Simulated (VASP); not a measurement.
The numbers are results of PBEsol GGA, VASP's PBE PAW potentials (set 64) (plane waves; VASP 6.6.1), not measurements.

VASP ran on this input.

### INCAR
```
# general
SYSTEM  = PbTe
PREC    = Accurate
ENCUT   = 400   # plane-wave cut-off (eV)
LREAL   = F   # projection in real space or not
LASPH   = T   # aspherical one-centre terms

# electronic loop
EDIFF   = 1E-6   # SCF stop (eV)
NELM    = 100   # most electronic steps
ALGO    = Normal
LMAXMIX = 4

# smearing
ISMEAR  = 0
SIGMA   = 0.05   # width (eV)

# functional
GGA     = PS

# ions
IBRION  = 2   # conjugate gradients
NSW     = 60   # most ionic steps
ISIF    = 3   # ions, shape and volume
EDIFFG  = -0.01

# output
LWAVE   = F
LCHARG  = F
```

File POSCAR:
```
PbTe
1
    0.0000000000     3.2170932143     3.2170932143
    3.2170932143     0.0000000000     3.2170932143
    3.2170932143     3.2170932143    -0.0000000000
Pb Te
1 1
Direct
  0.0000000000   0.0000000000   0.0000000000
  0.5000000000   0.5000000000   0.5000000000
```

KPOINTS:
```
Automatic mesh
0
Gamma
7 7 7
0 0 0
```

POTCAR, in this order: Pb_d Te (PBE.64 set). Program: vasp_std.

The resulting files:

OUTCAR:
```
 ion  position               nearest neighbor table
   1  0.000  0.000  0.000-   2 3.22   2 3.22   2 3.22   2 3.22   2 3.22   2 3.22
   2  0.500  0.500  0.500-   1 3.22   1 3.22   1 3.22   1 3.22   1 3.22   1 3.22
  LATTYP: Found a face centered cubic cell.
 ALAT       =     6.4341864286
 Subroutine PRICEL returns:
 Original cell was already a primitive cell.
 Subroutine GETGRP returns: Found 48 space group operations
The static configuration has the point symmetry O_h .
The dynamic configuration has the point symmetry O_h .
 Subroutine INISYM returns: Found 48 space group operations
 Subroutine IBZKPT returns following result:
 Found     20 irreducible k-points:

 Following reciprocal coordinates:
            Coordinates               Weight
  0.000000  0.000000  0.000000      1.000000
  0.142857  0.000000  0.000000      8.000000
  0.285714  0.000000  0.000000      8.000000
  0.428571  0.000000  0.000000      8.000000
  0.142857  0.142857  0.000000      6.000000
  0.285714  0.142857  0.000000     24.000000
  0.428571  0.142857  0.000000     24.000000
 -0.428571  0.142857  0.000000     24.000000
 -0.285714  0.142857  0.000000     24.000000
...
```

File OSZICAR:
```
       N       E                     dE             d eps       ncg     rms          rms(c)
DAV:   1     0.138877713362E+03    0.13888E+03   -0.81457E+03   560   0.113E+03
DAV:   2     0.214444481811E+00   -0.13866E+03   -0.13658E+03   632   0.312E+02
DAV:   3    -0.816150363413E+01   -0.83759E+01   -0.82898E+01   716   0.846E+01
DAV:   4    -0.836904674014E+01   -0.20754E+00   -0.20750E+00   716   0.169E+01
DAV:   5    -0.837527309070E+01   -0.62264E-02   -0.62263E-02   708   0.230E+00    0.347E+00
DAV:   6    -0.826593509524E+01    0.10934E+00   -0.25648E-01   778   0.445E+00    0.216E+00
DAV:   7    -0.826032817388E+01    0.56069E-02   -0.74478E-02   684   0.171E+00    0.891E-01
DAV:   8    -0.826057583328E+01   -0.24766E-03   -0.84633E-03   686   0.109E+00    0.131E-01
DAV:   9    -0.826052452983E+01    0.51303E-04   -0.10269E-03   820   0.370E-01    0.434E-02
DAV:  10    -0.826052528802E+01   -0.75819E-06   -0.91795E-05   670   0.981E-02    0.215E-02
DAV:  11    -0.826052733350E+01   -0.20455E-05   -0.23160E-05   682   0.403E-02    0.137E-02
DAV:  12    -0.826052721957E+01    0.11394E-06   -0.13438E-06   482   0.912E-03
   1 F= -.82605272E+01 E0= -.82605272E+01  d E =-.826053E+01
       N       E                     dE             d eps       ncg     rms          rms(c)
DAV:   1    -0.826313831503E+01   -0.26110E-02   -0.81012E-02   686   0.517E+00    0.269E-01
DAV:   2    -0.826098882767E+01    0.21495E-02   -0.43997E-03   692   0.123E+00    0.990E-02
DAV:   3    -0.826061095521E+01    0.37787E-03   -0.16212E-03   686   0.681E-01    0.195E-02
DAV:   4    -0.826061071682E+01    0.23839E-06   -0.26046E-05   572   0.524E-02    0.155E-02
DAV:   5    -0.826060869654E+01    0.20203E-05   -0.69651E-06   616   0.275E-02    0.429E-03
DAV:   6    -0.826060851587E+01    0.18067E-06   -0.60917E-07   298   0.145E-02
   2 F= -.82606085E+01 E0= -.82606085E+01  d E =-.812963E-04
```

OUTCAR:
```
------------------------ aborting loop because EDIFF is reached ----------------------------------------
  FORCE on cell =-STRESS in cart. coord.  units (eV):
  Direction    XX          YY          ZZ          XY          YZ          ZX
  --------------------------------------------------------------------------------------
  Total       -0.0140684     -0.0140684     -0.0140684      0.0000000     -0.0000000      0.0000000
  in kB       -0.3372231     -0.3372231     -0.3372231      0.0000000     -0.0000000      0.0000000
  external PRESSURE =      -0.3372231 kB  Pullay stress =       0.0000000 kB
  volume of cell :       66.84
      direct lattice vectors                 reciprocal lattice vectors
    -0.000000000  3.221091697  3.221091697    -0.155226876  0.155226876  0.155226876
     3.221091697  0.000000000  3.221091697     0.155226876 -0.155226876  0.155226876
     3.221091697  3.221091697  0.000000000     0.155226876  0.155226876 -0.155226876
  FREE ENERGIE OF THE ION-ELECTRON SYSTEM (eV)
  ---------------------------------------------------
  free  energy   TOTEN  =        -8.2606085159 eV

  energy  without entropy=       -8.2606085159  energy(sigma->0) =       -8.26060852

 reached required accuracy - stopping structural energy minimisation
```
(Selected blocks of OUTCAR.)

### CONTCAR
```
PbTe
   1.00000000000000
    -0.0000000000000000    3.2210916967828567    3.2210916967828567
     3.2210916967828567    0.0000000000000000    3.2210916967828567
     3.2210916967828567    3.2210916967828567    0.0000000000000000
  Pb              Te
     1     1
Direct
     0.0000000000000000    0.0000000000000000    1.0000000000000000
     0.5000000000000000    0.5000000000000000    0.5000000000000000
```

The structure was generated: PbTe was put into the rock salt type (Fm-3m), which need not be its known phase. This run relaxes it. Symmetry was kept, so distortions that lower it aren't found. The start is the result of an earlier pass.
